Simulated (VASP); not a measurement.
The system is CsLiCr2Te2S3.

```
Cs Li Cr Te S
1.0
     3.31929    1.91639    6.87982
    -3.31929    1.91639    6.87982
     0.00000   -3.83279    6.87982
Cs Li Cr Te S
1 1 2 2 3
Direct
  0.00000 0.00000 0.00000
  0.50000 0.50000 0.50000
  0.79848 0.79848 0.79848
  0.20152 0.20152 0.20152
  0.67990 0.67990 0.67990
  0.32010 0.32010 0.32010
  0.13626 0.86374 0.50000
  0.50000 0.13626 0.86374
  0.86374 0.50000 0.13626
```

The cell was built by a generator and needn't be a form met in nature.

```yaml
Program: VASP 6.6.1
Task: single point
Functional: PBE
Potentials_or_basis: VASP PAW PBE potentials, release 64 (Cs_sv, Li_sv, Cr_pv, Te, S)
Cutoff: 520 eV
k_mesh: 5 × 5 × 5
Occupations: fermi-dirac, width 0.05 eV
Spin: collinear spin, ferromagnetic start
Starting_moments: "[0.0, 0.0, 3.0, 3.0, 0.0, 0.0, 0.0, 0.0, 0.0] μB"
```

On this cell: largest force 0.014 eV/Å; net moment 4.00 μB per cell; site moments Cs -0.01; Li +0.00; Cr +2.32; Te -0.23; S -0.08 μB; band gap on the k mesh none (metal or under the smearing width).

The same run follows on a disturbed copy (atoms moved at random, drawn with an rms of 0.05 Å):

```
Cs Li Cr Te S
1.0
     3.31929    1.91639    6.87982
    -3.31929    1.91639    6.87982
     0.00000   -3.83279    6.87982
Cs Li Cr Te S
1 1 2 2 3
Cartesian
  -0.0447 0.0046 -0.0251
  -0.0414 0.0101 10.3583
  0.0283 -0.0123 16.5129
  0.0195 0.0023 4.1496
  -0.0138 -0.0243 13.9893
  -0.0199 -0.0055 6.6437
  -2.4317 -0.0424 10.2928
  1.2237 -2.0607 10.3212
  1.1743 2.1152 10.3115
```

Problem. What changes?

Solution. The energy (extrapolated to zero smearing) moves by +9.6 meV/atom; largest force 1.132 eV/Å; net moment 4.01 μB per cell; site moments Cs -0.01; Li +0.00; Cr +2.22, +2.55; Te -0.25, -0.28; S -0.09 μB; band gap on the k mesh none (metal or under the smearing width).

Forces on the atoms (eV/Å):
```
Cs   0.050 -0.033  0.020
Li   0.084 -0.011 -0.004
Cr  -0.593  0.022 -0.964
Cr  -0.162  0.005  0.255
Te   0.001  0.042  0.575
Te   0.002 -0.008 -0.382
S    0.125  0.540  0.200
S   -0.025 -0.096  0.022
S    0.518 -0.462  0.279
```

Caveats: only a ferromagnetic start was run, and an antiferromagnetic order may lie lower in energy.
